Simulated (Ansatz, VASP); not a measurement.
# LiBe: VASP beside Ansatz

Wanted: the spread between two codes on one cell, functional and k mesh. The cell is taken from a series of runs on this material, whose earlier steps may have relaxed, scaled, displaced or heated it; both programs get it as it stands.

Method: plane waves, with VASP 6.6.1 beside it; zone-centre phonons at PBEsol, in Ansatz 0.2.0.

## (1) Set-up

It takes space group Pmma (No. 51, orthorhombic). Conventional cell: a = 4.006 Å, b = 2.308 Å, c = 4.807 Å, α = 90.00°, β = 90.00°, γ = 90.00°. Li has 4 Li at 2.31 to 2.43 Å and 2 Be at 2.53 Å nearest. Nearest to Be lie 4 Be at 2.27 to 2.31 Å and 2 Li at 2.53 Å. Farther neighbours are not listed.

Structure file:

```xyz
4
Lattice="4.0058 0.0000 0.0000 0.0000 2.3080 0.0000 0.0000 0.0000 4.8073" Properties=species:S:1:pos:R:3 pbc="T T T"
Li    3.0043    0.0000    4.1165
Li    1.0014    0.0000    0.6907
Be    1.0014    1.1540    2.9391
Be    3.0043    1.1540    1.8681
```

## (2) VASP: zone-centre phonons, PBEsol, pair 1

Second derivatives magnify differences that forces hide, and they need a tight electronic threshold.

Lines of VASP's logs that name or quote its potential files are left out, and so is its time.

The input, INCAR:

```
SYSTEM = LiBe
PREC = Accurate
ENCUT = 750
EDIFF = 1E-08
NELM = 120
ISMEAR = 1
SIGMA = 0.15
LREAL = .FALSE.
ALGO = Normal
GGA = PS
NBANDS = 11
LORBIT = 11
LWAVE = .FALSE.
LCHARG = .FALSE.
ISIF = 2
IBRION = 8
LASPH = .TRUE.
GGA_COMPAT = .FALSE.
KPAR = 2
```

The input, POSCAR:

```
LiBe
1.0
    4.0057918956      0.0000000000      0.0000000000
    0.0000000000      2.3079876677      0.0000000000
    0.0000000000      0.0000000000      4.8072602799
Li Be
2 2
Direct
    0.7500000000      0.0000000000      0.8563132658
    0.2500000000      0.0000000000      0.1436867342
    0.2500000000      0.5000000000      0.6113907508
    0.7500000000      0.5000000000      0.3886092492
```

The input, KPOINTS:

```
Automatic mesh
0
Gamma
10 16 8
0 0 0
```

The projector-augmented-wave data sets are Li_sv and Be (PBE family, release 64).

Started as:

```bash
$ mpirun -np 2 vasp_std
```

Numbers of over 12 decimals in the logs are rounded to 6 here.

Log:

```text
[banner, memory and clock lines left out]
running    2 mpi-ranks, on    1 nodes
 distrk:  each k-point on    1 cores,    2 groups
 distr:  one band on    1 cores,    1 groups

 POSCAR found type information on POSCAR LiBe
 POSCAR found :  2 types and       4 ions
|                                                                             |
|               ----> ADVICE to this user running VASP <----                  |
|                                                                             |
|     You enforced a specific xc type in the INCAR file but a different       |
|     [... a line on the potential file left out ...]
|     I HOPE YOU KNOW WHAT YOU ARE DOING!                                     |
|                                                                             |

 LDA part: xc-table for (Slater+PW92), standard interpolation
 POSCAR, INCAR and KPOINTS ok, starting setup
 FFT: planning ... GRIDC
 FFT: planning ... GRID_SOFT
 FFT: planning ... GRID
 WAVECAR not read
 entering main loop
       N       E                     dE             d eps       ncg     rms          rms(c)
DAV:   1     0.285529659574E+02    0.28553E+02   -0.55380E+03  5940   0.112E+03
DAV:   2    -0.491652400292E+01   -0.33469E+02   -0.32377E+02  6842   0.204E+02
DAV:   3    -0.107581244248E+02   -0.58416E+01   -0.57832E+01 11358   0.564E+01
DAV:   4    -0.108852473253E+02   -0.12712E+00   -0.12684E+00  7576   0.100E+01
DAV:   5    -0.108884938742E+02   -0.32465E-02   -0.32418E-02  9441   0.131E+00    0.101E+00
DAV:   6    -0.108750633118E+02    0.13431E-01   -0.14507E-02  8524   0.657E-01    0.592E-01
DAV:   7    -0.108732650862E+02    0.17982E-02   -0.14419E-02  8624   0.820E-01    0.164E-01
DAV:   8    -0.108739338955E+02   -0.66881E-03   -0.40039E-03  8050   0.445E-01    0.531E-02
DAV:   9    -0.108739801323E+02   -0.46237E-04   -0.14921E-04  8216   0.112E-01    0.107E-02
DAV:  10    -0.108739832100E+02   -0.30777E-05   -0.11333E-05  8821   0.349E-02    0.223E-03
DAV:  11    -0.108739832653E+02   -0.55291E-07   -0.87401E-07  7648   0.995E-03    0.460E-04
DAV:  12    -0.108739832781E+02   -0.12759E-07   -0.70699E-08  8259   0.237E-03    0.239E-04
DAV:  13    -0.108739832767E+02    0.13807E-08   -0.86889E-09  6865   0.106E-03
   1 F= -.10873983E+02 E0= -.10874200E+02  d E =0.649917E-03
 Linear response reoptimize wavefunctions to high precision
DAV:   1    -0.108739832854E+02   -0.86878E-08   -0.63415E-10  6099   0.265E-04
DAV:   2    -0.108739832854E+02    0.22737E-12   -0.69932E-11  4848   0.820E-05
 Linear response DOF=           6
 Linear response progress:
  Degree of freedom:   1/  6
       N       E                     dE             d eps       ncg     rms          rms(c)
RMM:   1    -0.169658471172E+00   -0.16966E+00    0.75398E+00  9889   0.300E+01
RMM:   2    -0.182275571074E+00   -0.12617E-01   -0.28582E-02 15349   0.159E+00    0.530E-02
RMM:   3    -0.182543752031E+00   -0.26818E-03   -0.43710E-03 19808   0.517E-01    0.219E-02
RMM:   4    -0.182664767972E+00   -0.12102E-03   -0.72701E-04 21149   0.224E-01    0.685E-03
RMM:   5    -0.182722819703E+00   -0.58052E-04   -0.68381E-05 21318   0.448E-02    0.460E-03
RMM:   6    -0.182786940582E+00   -0.64121E-04   -0.36290E-05 20830   0.253E-02    0.210E-03
RMM:   7    -0.182831912790E+00   -0.44972E-04   -0.29112E-05 20964   0.141E-02    0.455E-04
RMM:   8    -0.182845351677E+00   -0.13439E-04   -0.25917E-05 21554   0.677E-03    0.115E-04
RMM:   9    -0.182841532536E+00    0.38191E-05   -0.32961E-05 21013   0.539E-03    0.904E-05
RMM:  10    -0.182843980566E+00   -0.24480E-05   -0.31988E-05 21788   0.424E-03    0.302E-05
RMM:  11    -0.182844907103E+00   -0.92654E-06   -0.23280E-05 22192   0.375E-03    0.219E-05
RMM:  12    -0.182845513500E+00   -0.60640E-06   -0.21762E-05 22236   0.338E-03    0.255E-05
RMM:  13    -0.182845255038E+00    0.25846E-06   -0.22860E-05 21439   0.317E-03    0.485E-05
RMM:  14    -0.182845716472E+00   -0.46143E-06   -0.20488E-05 20877   0.294E-03    0.452E-05
RMM:  15    -0.182846088974E+00   -0.37250E-06   -0.18994E-05 22082   0.275E-03    0.515E-05
RMM:  16    -0.182846018614E+00    0.70359E-07   -0.14806E-05 22338   0.255E-03    0.640E-05
RMM:  17    -0.182846360039E+00   -0.34142E-06   -0.14429E-05 22008   0.235E-03    0.696E-05
RMM:  18    -0.182846422563E+00   -0.62524E-07   -0.12414E-05 22340   0.216E-03    0.777E-05
RMM:  19    -0.182846644651E+00   -0.22209E-06   -0.12265E-05 22038   0.201E-03    0.847E-05
RMM:  20    -0.182846429261E+00    0.21539E-06   -0.87461E-06 22003   0.189E-03    0.911E-05
RMM:  21    -0.182846556228E+00   -0.12697E-06   -0.88861E-06 20844   0.179E-03    0.968E-05
RMM:  22    -0.182846452180E+00    0.10405E-06   -0.79233E-06 21232   0.170E-03    0.105E-04
RMM:  23    -0.182846525784E+00   -0.73604E-07   -0.73661E-06 21101   0.162E-03    0.108E-04
 first order change of Fermi-energy   0.24074E-04
 force on displaced ion       1 direction 1 :  -3.932   0.000   0.001
 Linear response progress:
  Degree of freedom:   2/  6
       N       E                     dE             d eps       ncg     rms          rms(c)
RMM:   1    -0.168896005251E+00   -0.16890E+00    0.72817E+00  9991   0.257E+01
RMM:   2    -0.179821044840E+00   -0.10925E-01   -0.25222E-02 15739   0.150E+00    0.224E-02
RMM:   3    -0.179998370409E+00   -0.17733E-03   -0.36483E-03 20100   0.446E-01    0.108E-02
[...]
RMM:   4    -0.182281512277E+00   -0.83181E-04   -0.90838E-04 15253   0.236E-01    0.749E-03
RMM:   5    -0.182340231104E+00   -0.58719E-04   -0.98432E-05 15405   0.520E-02    0.495E-03
RMM:   6    -0.182413947723E+00   -0.73717E-04   -0.36825E-05 14900   0.292E-02    0.222E-03
RMM:   7    -0.182446868720E+00   -0.32921E-04   -0.18417E-05 15448   0.117E-02    0.111E-03
RMM:   8    -0.182479776297E+00   -0.32908E-04   -0.13186E-05 15029   0.687E-03    0.295E-04
RMM:   9    -0.182470255738E+00    0.95206E-05   -0.16215E-05 14756   0.436E-03    0.162E-04
RMM:  10    -0.182472136364E+00   -0.18806E-05   -0.13648E-05 15976   0.241E-03    0.121E-04
RMM:  11    -0.182473569553E+00   -0.14332E-05   -0.11899E-05 15285   0.164E-03    0.505E-05
RMM:  12    -0.182474673395E+00   -0.11038E-05   -0.10602E-05 15291   0.140E-03    0.304E-05
RMM:  13    -0.182474488677E+00    0.18472E-06   -0.92606E-06 15473   0.123E-03    0.156E-05
RMM:  14    -0.182474479927E+00    0.87505E-08   -0.79571E-06 16179   0.108E-03    0.203E-05
RMM:  15    -0.182474432402E+00    0.47525E-07   -0.67552E-06 15665   0.970E-04    0.289E-05
RMM:  16    -0.182474282093E+00    0.15031E-06   -0.57123E-06 15641   0.876E-04    0.364E-05
RMM:  17    -0.182474312539E+00   -0.30445E-07   -0.47642E-06 16275   0.790E-04    0.392E-05
RMM:  18    -0.182474421020E+00   -0.10848E-06   -0.40615E-06 15547   0.733E-04    0.390E-05
RMM:  19    -0.182474735596E+00   -0.31458E-06   -0.34167E-06 14827   0.689E-04    0.332E-05
 first order change of Fermi-energy   0.15151E+00
 force on displaced ion       1 direction 3 :   0.000   0.000  -3.648
 Linear response progress:
  Degree of freedom:   4/  6
       N       E                     dE             d eps       ncg     rms          rms(c)
RMM:   1    -0.120371824103E-01   -0.12037E-01   -0.76615E-03 18761   0.641E-01
RMM:   2    -0.104795811241E-01    0.15576E-02   -0.87861E-04 17865   0.138E-01    0.589E-02
RMM:   3    -0.104469840637E-01    0.32597E-04   -0.24014E-04 18908   0.705E-02    0.256E-02
RMM:   4    -0.105765182519E-01   -0.12953E-03   -0.90085E-05 19952   0.435E-02    0.491E-03
RMM:   5    -0.105942847102E-01   -0.17766E-04   -0.31156E-05 20140   0.144E-02    0.707E-04
RMM:   6    -0.105932516820E-01    0.10330E-05   -0.11308E-05 20557   0.533E-03    0.390E-04
RMM:   7    -0.105919583111E-01    0.12934E-05   -0.64664E-06 20924   0.229E-03    0.121E-04
RMM:   8    -0.105918902529E-01    0.68058E-07   -0.22159E-06 21408   0.915E-04    0.363E-05
RMM:   9    -0.105917154904E-01    0.17476E-06   -0.84625E-07 21346   0.415E-04    0.106E-05
RMM:  10    -0.105916367647E-01    0.78726E-07   -0.34861E-07 21859   0.219E-04    0.254E-06
RMM:  11    -0.105916243870E-01    0.12378E-07   -0.15890E-07 21907   0.120E-04    0.208E-06
RMM:  12    -0.105916171745E-01    0.72125E-08   -0.57442E-08 22361   0.768E-05    0.133E-06
 first order change of Fermi-energy  -0.77193E-04
 force on displaced ion       3 direction 1 :  -5.306   0.000   0.001
 Linear response progress:
  Degree of freedom:   5/  6
       N       E                     dE             d eps       ncg     rms          rms(c)
RMM:   1    -0.521727006660E-02   -0.52173E-02   -0.33042E-03 17065   0.297E-01
RMM:   2    -0.545313432008E-02   -0.23586E-03   -0.88162E-05 18071   0.425E-02    0.240E-02
RMM:   3    -0.544317964722E-02    0.99547E-05   -0.98498E-06 21150   0.126E-02    0.149E-02
RMM:   4    -0.544681184196E-02   -0.36322E-05   -0.24483E-06 20378   0.106E-02    0.495E-04
RMM:   5    -0.544661130265E-02    0.20054E-06   -0.36606E-07 21429   0.253E-03    0.303E-04
RMM:   6    -0.544631758104E-02    0.29372E-06   -0.36236E-08 21783   0.114E-03    0.629E-05
RMM:   7    -0.544629184651E-02    0.25735E-07   -0.79102E-09 22485   0.418E-04    0.257E-05
RMM:   8    -0.544632075077E-02   -0.28904E-07    0.12930E-08 22953   0.176E-04    0.123E-05
RMM:   9    -0.544632758845E-02   -0.68377E-08    0.10411E-08 22244   0.931E-05    0.289E-06
 first order change of Fermi-energy  -0.13192E-03
 force on displaced ion       3 direction 2 :   0.000   0.921   0.003
 Linear response progress:
  Degree of freedom:   6/  6
       N       E                     dE             d eps       ncg     rms          rms(c)
RMM:   1    -0.117938366248E-01   -0.11794E-01   -0.54985E-03 13370   0.788E-01
RMM:   2    -0.109934314914E-01    0.80041E-03   -0.15434E-03 12987   0.169E-01    0.646E-02
RMM:   3    -0.108363446865E-01    0.15709E-03   -0.34718E-04 13859   0.904E-02    0.227E-02
RMM:   4    -0.109215704928E-01   -0.85226E-04    0.30545E-05 14926   0.425E-02    0.747E-03
RMM:   5    -0.109505551393E-01   -0.28985E-04    0.69088E-05 15984   0.188E-02    0.321E-03
RMM:   6    -0.109610042597E-01   -0.10449E-04    0.41514E-05 15204   0.765E-03    0.101E-03
RMM:   7    -0.109604220673E-01    0.58219E-06    0.32674E-05 16110   0.388E-03    0.456E-04
RMM:   8    -0.109615017408E-01   -0.10797E-05    0.22108E-05 15726   0.197E-03    0.159E-04
RMM:   9    -0.109619151860E-01   -0.41345E-06    0.17586E-05 16226   0.120E-03    0.824E-05
RMM:  10    -0.109625240117E-01   -0.60883E-06    0.12103E-05 15892   0.736E-04    0.390E-05
RMM:  11    -0.109629540445E-01   -0.43003E-06    0.74955E-06 15986   0.448E-04    0.183E-05
RMM:  12    -0.109632282321E-01   -0.27419E-06    0.50072E-06 15740   0.271E-04    0.457E-06
RMM:  13    -0.109633948509E-01   -0.16662E-06    0.33139E-06 16537   0.181E-04    0.569E-06
RMM:  14    -0.109635036793E-01   -0.10883E-06    0.22075E-06 14838   0.127E-04    0.101E-05
RMM:  15    -0.109635731879E-01   -0.69509E-07    0.15681E-06 15474   0.101E-04    0.775E-06
RMM:  16    -0.109636233444E-01   -0.50156E-07    0.10459E-06 16004   0.694E-05    0.600E-06
RMM:  17    -0.109636548249E-01   -0.31480E-07    0.74117E-07 16355   0.572E-05    0.701E-06
RMM:  18    -0.109636778055E-01   -0.22981E-07    0.49617E-07 15333   0.483E-05    0.560E-06
RMM:  19    -0.109636894171E-01   -0.11612E-07    0.37364E-07 14415   0.451E-05    0.321E-07
RMM:  20    -0.109636971578E-01   -0.77408E-08    0.28808E-07 15836   0.399E-05    0.524E-07
RMM:  21    -0.109637061022E-01   -0.89443E-08    0.20539E-07 14047   0.376E-05    0.420E-07
RMM:  22    -0.109637117967E-01   -0.56946E-08    0.14566E-07 13029   0.363E-05    0.256E-07
RMM:  23    -0.109637158108E-01   -0.40140E-08    0.10862E-07 12540   0.356E-05    0.266E-07
RMM:  24    -0.109637184974E-01   -0.26866E-08    0.79682E-08 12458   0.351E-05    0.896E-08
 first order change of Fermi-energy  -0.23431E+00
 force on displaced ion       3 direction 3 :   0.000   0.000  -4.004
 Linear response finished
```

[end of part 1 of 3]

[Lines on the potential files, build, host, timing and source positions are cut from VASP's logs without a mark.]

[Logs are printed without paths, hosts, clocks, repeated set-up lines and the standing remarks that a program may print on its own settings, such as how far it seeks lower states.]

[Hosts, paths, dates, database ids (printed as entryN), source tags and the programs' standing remarks are cut or masked in the printed files.]
